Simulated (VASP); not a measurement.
An input for Quantum ESPRESSO's pw.x (written as the equivalent of a VASP run, and not itself run):

```
&CONTROL
  calculation = 'scf'
  pseudo_dir = './pseudo'
  outdir = './out'
  tprnfor = .true.
  tstress = .true.
/
&SYSTEM
  ibrav = 0
  nat = 8
  ntyp = 2
  ecutwfc = 102
  occupations = 'smearing'
  smearing = 'methfessel-paxton'
  degauss = 0.00735
  input_dft = 'pz'
/
&ELECTRONS
  conv_thr = 7.3e-08
  electron_maxstep = 100
/
ATOMIC_SPECIES
  Cd 112.414 Cd.upf
  S 32.060 S.upf
CELL_PARAMETERS angstrom
     4.1387150    0.0000000    0.0000000
    -2.0693580    3.5842330    0.0000000
     0.0000000    0.0000000   13.5490930
ATOMIC_POSITIONS crystal
  Cd   0.0046640  0.0033040  0.0006340
  Cd   0.0139760 -0.0004290  0.5004750
  Cd   0.6658900  0.3352600  0.7501320
  Cd   0.3292440  0.6712580  0.2480700
  S   -0.0148380 -0.0114340  0.8111710
  S   -0.0046980  0.0101730  0.3137740
  S    0.6616570  0.3315950  0.5623740
  S    0.3441050  0.6602740  0.0646290
K_POINTS automatic
  3 3 3 0 0 0
```

### Question
Write the VASP files for the same calculation (LDA).

### Answer
Several could match; the one computed here: 
**INCAR**
```
ALGO = Normal
EDIFF = 1E-6
ENCUT = 180
ISIF = 2
ISMEAR = 1
LASPH = .TRUE.
LCHARG = .FALSE.
LMAXMIX = 4
LREAL = .FALSE.
LWAVE = .FALSE.
NELM = 100
PREC = Accurate
SIGMA = 0.1
SYSTEM = CdS
```

**KPOINTS**
```
Automatic mesh
0
Gamma
3 3 3
0 0 0
```

**POSCAR**
```
CdS
4.1387150
  1.0000000000   0.0000000000   0.0000000000
 -0.5000001208   0.8660255659   0.0000000000
  0.0000000000   0.0000000000   3.2737439036
Cd S
4 4
Direct
  0.0046640000   0.0033040000   0.0006340000
  0.0139760000  -0.0004290000   0.5004750000
  0.6658900000   0.3352600000   0.7501320000
  0.3292440000   0.6712580000   0.2480700000
 -0.0148380000  -0.0114340000   0.8111710000
 -0.0046980000   0.0101730000   0.3137740000
  0.6616570000   0.3315950000   0.5623740000
  0.3441050000   0.6602740000   0.0646290000
```

POTCAR, in this order: Cd S (LDA.64 set). Program: vasp_std.

Limits of the translation: the potentials are each code's own (VASP's PAW set, PseudoDojo norm-conserving files in pw.x), so ENCUT and ecutwfc are chosen apart and not converted; conv_thr bounds pw.x's estimated SCF error, while EDIFF bounds the energy change between steps.

The structure was generated: CdS was put into an ordered model structure, which need not be its known phase. The cell was not relaxed at this level, atoms are displaced from their ideal sites. The k-mesh is coarse (spacing up to 0.58 per Å, 2π included), so the numbers may not be converged in it. The run is one of a series of settings (ENCUT = 180, GGA removed, KPOINTS 3×3×3 Γ-centred mesh, POTCAR Cd S (LDA.64 set) against the base run), some of them coarse on purpose.
